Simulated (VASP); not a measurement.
VASP runs on B₂Rh (a trial cell in the fluorite structure, space group Fm-3m) share one base input (PBE GGA, plane waves, VASP's PBE PAW potentials (set 64)) and change the settings named in each case.

### KPOINTS
```
Automatic mesh
0
Gamma
9 9 9
0 0 0
```

INCAR:
```
! general
SYSTEM  = B2Rh
PREC    = Accurate
ENCUT   = 520
LREAL   = .False.   ! projection in real space or not
LASPH   = .True.

! electronic loop
EDIFF   = 1E-6
NELM    = 100   ! most electronic steps
ALGO    = Normal   ! blocked Davidson
LMAXMIX = 4   ! l cut-off of mixed one-centre charges

! smearing
ISMEAR  = 1
SIGMA   = 0.1   ! width (eV)

! functional
GGA     = PE   ! PBE

! ions
ISIF    = 2   ! forces and stress, cell fixed

! output
LWAVE   = .False.
LCHARG  = .False.
```

POSCAR:
```
B2Rh
5.0423980
  0.0000000000   0.5000000000   0.5000000000
  0.5000000000   0.0000000000   0.5000000000
  0.5000000000   0.5000000000   0.0000000000
Rh B
1 2
Direct
  0.0000000000   0.0000000000   0.0000000000
  0.2500000000   0.2500000000   0.2500000000
  0.7500000000   0.7500000000   0.7500000000
```

POTCAR, in this order: Rh_pv B (PBE.64 set). Program: vasp_std.

```tsv
change	E(σ→0) (eV/atom)	pressure (GPa)	−TS (eV)	electronic steps
base run	-6.3606	-6.56	-0.0021	12
NBANDS = 11	?	?	?	13
NBANDS = 12	-6.3606	-6.53	-0.0021	13
NBANDS = 18	-6.3606	-6.59	-0.0021	13
NBANDS = 28	-6.3606	-6.59	-0.0021	13
```

Task: Fill in the missing entries.

Result: 
- NBANDS = 11, E(σ→0) (eV/atom): -6.3112
- NBANDS = 11, pressure (GPa): -6.24
- NBANDS = 11, −TS (eV): -0.0011

Left out are runs that ran out of time, are held back, or changed the cell or the kind of run, fixed moments of cells without a moment, rows past the twelfth, gaps on odd meshes, pressures of charged cells and columns that move by less than the noise.

The structure was generated: B2Rh was put into the fluorite type (Fm-3m), which need not be its known phase. The cell was not relaxed at this level. The electron count is odd and the run is not spin-polarised, which forces a metal.
